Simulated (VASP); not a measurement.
Computed with PBEsol GGA, VASP's PBE PAW potentials (set 64) (plane waves; VASP).

VASP ran on this input.

### KPOINTS
```
Regular mesh
0
Gamma
 6 6 4
```

INCAR:
```
GGA = PS   ! PBEsol
ISIF = 3
ALGO = Normal
NSW = 60   ! most ionic steps
LCHARG = F
SYSTEM = ZnS
NELM = 100
LWAVE = F
PREC = Accurate
IBRION = 2   ! conjugate gradients
LMAXMIX = 4   ! l cut-off of mixed one-centre charges
EDIFF = 1E-6   ! SCF stop (eV)
EDIFFG = -0.02   ! ionic stop
LREAL = F
LASPH = T
ISMEAR = 0
SIGMA = 0.05   ! width (eV)
ENCUT = 400
```

POSCAR:
```
ZnS
1
    1.8892767448    -3.2723232705     0.0000000000
    1.8892767448     3.2723232705     0.0000000000
   -0.0000000000     0.0000000000     6.1883127745
Zn S
2 2
Direct
  0.6666670000   0.3333330000   0.5001364575
  0.3333330000   0.6666670000   0.0001364575
  0.6666670000   0.3333330000   0.8748635425
  0.3333330000   0.6666670000   0.3748635425
```

POTCAR, in this order: Zn S (PBE.64 set). Program: vasp_std.

Output

OUTCAR:
```
 ion  position               nearest neighbor table
   1  0.667  0.333  0.500-   4 2.32   4 2.32   4 2.32   3 2.32
   2  0.333  0.667  0.000-   3 2.32   3 2.32   3 2.32   4 2.32
   3  0.667  0.333  0.875-   2 2.32   2 2.32   2 2.32   1 2.32
   4  0.333  0.667  0.375-   1 2.32   1 2.32   1 2.32   2 2.32
  LATTYP: Found a hexagonal cell.
 ALAT       =     3.7785534540
 C/A-ratio  =     1.6377465212
 Subroutine PRICEL returns:
 Original cell was already a primitive cell.
 Subroutine GETGRP returns: Found 12 space group operations
The static configuration has the point symmetry C_3v.
 The point group associated with its full space group is C_6v.
The dynamic configuration has the point symmetry C_3v.
 Subroutine INISYM returns: Found 12 space group operations
 Subroutine IBZKPT returns following result:
 Found     21 irreducible k-points:

 Following reciprocal coordinates:
            Coordinates               Weight
  0.000000  0.000000  0.000000      1.000000
  0.166667  0.000000  0.000000      6.000000
  0.333333  0.000000  0.000000      6.000000
  0.500000  0.000000  0.000000      3.000000
  0.166667  0.166667  0.000000      6.000000
  0.333333  0.166667  0.000000     12.000000
  0.333333  0.333333  0.000000      2.000000
  0.000000  0.000000  0.250000      2.000000
  0.166667  0.000000  0.250000     12.000000
  0.333333  0.000000  0.250000     12.000000
  0.500000  0.000000  0.250000      6.000000
  0.166667  0.166667  0.250000     12.000000
  0.333333  0.166667  0.250000     24.000000
  0.333333  0.333333  0.250000      4.000000
  0.000000  0.000000  0.500000      1.000000
  0.166667  0.000000  0.500000      6.000000
  0.333333  0.000000  0.500000      6.000000
  0.500000  0.000000  0.500000      3.000000
  0.166667  0.166667  0.500000      6.000000
  0.333333  0.166667  0.500000     12.000000
  0.333333  0.333333  0.500000      2.000000
   k-points           NKPTS =     21   k-points in BZ     NKDIM =     21   number of bands    NBANDS=     22
   number of dos      NEDOS =    301   number of ions     NIONS =      4
   total plane-waves  NPLWV =  31360
   dimension x,y,z NGX =    28 NGY =   28 NGZ =   40
   dimension x,y,z NGXF=    56 NGYF=   56 NGZF=   80
   ions per type =               2   2
   PREC   = accura    normal or accurate (medium, high low for compatibility)
   ISTART =      0    job   : 0-new  1-cont  2-samecut
   ICHARG =      2    charge: 1-file 2-atom 10-const
   ISPIN  =      1    spin polarized calculation?
   LNONCOLLINEAR =      F non collinear calculations
   LSORBIT =      F    spin-orbit coupling
   INIWAV =      1    electr: 0-lowe 1-rand  2-diag
   ENCUT  =  400.0 eV  29.40 Ry    5.42 a.u.   6.16  6.16 10.09*2*pi/ulx,y,z
   NELM   =    100;   NELMIN=  2; NELMDL= -5     # of ELM steps
   EDIFF  = 0.1E-05   stopping-criterion for ELM
   LREAL  =      F    real-space projection
   NLSPLINE    = F    spline interpolate recip. space projectors
   LMAXMIX     =    4 max onsite mixed and CHGCAR
   VOSKOWN=      0    Vosko Wilk Nusair interpolation
   EDIFFG = -.2E-01   stopping-criterion for IOM
   NSW    =     60    number of steps for IOM
   NBLOCK =      1;   KBLOCK =     60    inner block; outer block
   IBRION =      2    ionic relax: 0-MD 1-quasi-New 2-CG
   NFREE  =      1    steps in history (QN), initial steepest desc. (CG)
   ISIF   =      3    stress and relaxation
   ISYM   =      2    0-nonsym 1-usesym 2-fastsym
   TEIN   =    0.0    initial temperature
   TEBEG  =    0.0;   TEEND  =   0.0 temperature during run
   SMASS  =  -3.00    Nose mass-parameter (am)
   PSTRESS=    0.0 pullay stress
   NELECT =      36.0000    total number of electrons
   EFERMI =   0.00;   METHOD = LEGACY
   ISMEAR =     0;   SIGMA  =   0.05  broadening in eV -4-tet -1-fermi 0-gaus
...
```

OSZICAR:
```
       N       E                     dE             d eps       ncg     rms          rms(c)
DAV:   1     0.206825942853E+03    0.20683E+03   -0.15223E+04   924   0.167E+03
DAV:   2     0.300150740648E+01   -0.20382E+03   -0.19937E+03   966   0.337E+02
DAV:   3    -0.155793850806E+02   -0.18581E+02   -0.18500E+02  1104   0.108E+02
DAV:   4    -0.159704860126E+02   -0.39110E+00   -0.39074E+00  1098   0.166E+01
DAV:   5    -0.159781894358E+02   -0.77034E-02   -0.77029E-02  1110   0.222E+00    0.104E+01
DAV:   6    -0.151448777353E+02    0.83331E+00   -0.22019E+00  1294   0.478E+01    0.788E+00
DAV:   7    -0.151819339476E+02   -0.37056E-01   -0.20291E+00   948   0.838E+00    0.330E+00
DAV:   8    -0.151594889895E+02    0.22445E-01   -0.97810E-02  1280   0.445E+00    0.108E+00
DAV:   9    -0.151587455769E+02    0.74341E-03   -0.25532E-02  1252   0.266E+00    0.261E-01
DAV:  10    -0.151588525455E+02   -0.10697E-03   -0.12078E-03  1114   0.423E-01    0.192E-01
DAV:  11    -0.151589703804E+02   -0.11783E-03   -0.21754E-04  1060   0.219E-01    0.662E-02
DAV:  12    -0.151589759570E+02   -0.55767E-05   -0.59760E-05  1140   0.989E-02    0.228E-02
DAV:  13    -0.151589769765E+02   -0.10195E-05   -0.36667E-06   988   0.173E-02    0.119E-02
DAV:  14    -0.151589779437E+02   -0.96724E-06   -0.16683E-06   754   0.240E-02
   1 F= -.15158978E+02 E0= -.15158978E+02  d E =-.151590E+02
       N       E                     dE             d eps       ncg     rms          rms(c)
DAV:   1    -0.151767606233E+02   -0.17784E-01   -0.25462E-01  1092   0.968E+00    0.983E-01
DAV:   2    -0.151616636254E+02    0.15097E-01   -0.62229E-02  1062   0.616E+00    0.379E-01
DAV:   3    -0.151598671216E+02    0.17965E-02   -0.26216E-03  1032   0.366E-01    0.186E-01
DAV:   4    -0.151593802429E+02    0.48688E-03   -0.29872E-04  1102   0.140E-01    0.956E-02
DAV:   5    -0.151592954539E+02    0.84789E-04   -0.72313E-05  1548   0.172E-01    0.102E-02
DAV:   6    -0.151592980940E+02   -0.26401E-05   -0.49518E-05  1026   0.819E-02    0.921E-03
DAV:   7    -0.151592990919E+02   -0.99787E-06   -0.78166E-06  1078   0.254E-02
   2 F= -.15159299E+02 E0= -.15159299E+02  d E =-.321148E-03
       N       E                     dE             d eps       ncg     rms          rms(c)
DAV:   1    -0.151614245344E+02   -0.21264E-02   -0.29091E-02  1092   0.325E+00    0.337E-01
DAV:   2    -0.151596599703E+02    0.17646E-02   -0.74552E-03  1056   0.221E+00    0.129E-01
DAV:   3    -0.151594556041E+02    0.20437E-03   -0.30822E-04   996   0.134E-01    0.627E-02
DAV:   4    -0.151594023104E+02    0.53294E-04   -0.38234E-05  1194   0.516E-02    0.343E-02
DAV:   5    -0.151593934920E+02    0.88184E-05   -0.70768E-06  1182   0.624E-02    0.408E-03
DAV:   6    -0.151593938249E+02   -0.33295E-06   -0.69625E-06   900   0.314E-02
   3 F= -.15159394E+02 E0= -.15159394E+02  d E =-.415881E-03
```

### OUTCAR
```
------------------------ aborting loop because EDIFF is reached ----------------------------------------
  FORCE on cell =-STRESS in cart. coord.  units (eV):
  Direction    XX          YY          ZZ          XY          YZ          ZX
  --------------------------------------------------------------------------------------
  Total       -0.0268594     -0.0268594      0.0116262      0.0000000      0.0000000      0.0000000
  in kB       -0.5598896     -0.5598896      0.2423510      0.0000000      0.0000000      0.0000000
  external PRESSURE =      -0.2924760 kB  Pullay stress =       0.0000000 kB
  volume of cell :       76.86
      direct lattice vectors                 reciprocal lattice vectors
     1.891746111 -3.276600337  0.000000000     0.264306081 -0.152597189  0.000000000
     1.891746111  3.276600337 -0.000000000     0.264306081  0.152597189  0.000000000
     0.000000000  0.000000000  6.199959266     0.000000000  0.000000000  0.161291382
  FREE ENERGIE OF THE ION-ELECTRON SYSTEM (eV)
  ---------------------------------------------------
  free  energy   TOTEN  =       -15.1593938249 eV

  energy  without entropy=      -15.1593938249  energy(sigma->0) =      -15.15939382

 reached required accuracy - stopping structural energy minimisation
```
(Selected blocks of OUTCAR.)

**CONTCAR**
```
ZnS
   1.00000000000000
     1.8917461105775049   -3.2766003373281398    0.0000000000000000
     1.8917461105775049    3.2766003373281398   -0.0000000000000000
     0.0000000000000000    0.0000000000000000    6.1999592661074461
  Zn              S
     2     2
Direct
     0.6666669999999968    0.3333330000000032    0.5001780995646979
     0.3333330000000032    0.6666669999999968    0.0001780995646979
     0.6666669999999968    0.3333330000000032    0.8748219004353021
     0.3333330000000032    0.6666669999999968    0.3748219004353021
```

The compound is ZnS in the wurtzite structure, the high-temperature form. This run relaxes it. Symmetry was kept, so distortions that lower it aren't found. The start is the result of an earlier pass.
